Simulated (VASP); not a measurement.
VASP input:

### POSCAR
```
SiC
1
    2.6226706897     0.0000000000     0.0000000000
   -0.0000000000     2.6226706897     0.0000000000
   -0.0000000000    -0.0000000000     2.6226706897
Si C
1 1
Direct
  0.0000000000   0.0000000000   0.0000000000
  0.5000000000   0.5000000000   0.5000000000
```

**KPOINTS**
```
Automatic mesh
0
Gamma
15 15 15
0 0 0
```

**INCAR**
```
# general
SYSTEM  =  SiC
PREC    =  Accurate
ENCUT   =  520
LREAL   =  .False.
LASPH   =  .True.

# electronic loop
EDIFF   =  1E-7
NELM    =  100
ALGO    =  Normal

# smearing
ISMEAR  =  -5

# functional
GGA     =  PS

# ions
ISIF    =  2

# output
LWAVE   =  .False.
LCHARG  =  .True.
LORBIT  =  11
NEDOS   =  601
```

POTCAR, in this order: Si C (PBE.64 set). Program: vasp_std.

Q: Translate this PBEsol calculation to Quantum ESPRESSO's pw.x.

A: One equivalent input (not run):
```
&CONTROL
  calculation = 'scf'
  pseudo_dir = './pseudo'
  outdir = './out'
  tprnfor = .true.
  tstress = .true.
/
&SYSTEM
  ibrav = 0
  nat = 2
  ntyp = 2
  ecutwfc = 82
  occupations = 'tetrahedra'
  input_dft = 'pbesol'
/
&ELECTRONS
  conv_thr = 7.3e-09
  electron_maxstep = 100
/
ATOMIC_SPECIES
  Si 28.085 Si.upf
  C 12.011 C.upf
CELL_PARAMETERS angstrom
     2.6226707    0.0000000    0.0000000
    -0.0000000    2.6226707    0.0000000
    -0.0000000   -0.0000000    2.6226707
ATOMIC_POSITIONS crystal
  Si   0.0000000  0.0000000  0.0000000
  C    0.5000000  0.5000000  0.5000000
K_POINTS automatic
  15 15 15 0 0 0
```
What does not carry over: the potentials are each code's own (VASP's PAW set, PseudoDojo norm-conserving files in pw.x), so ENCUT and ecutwfc are chosen apart and not converted; conv_thr bounds pw.x's estimated SCF error, while EDIFF bounds the energy change between steps.

The structure was generated: SiC was put into the CsCl type type (Pm-3m), which need not be its known phase. It was relaxed first, which changed the volume by +26 %.
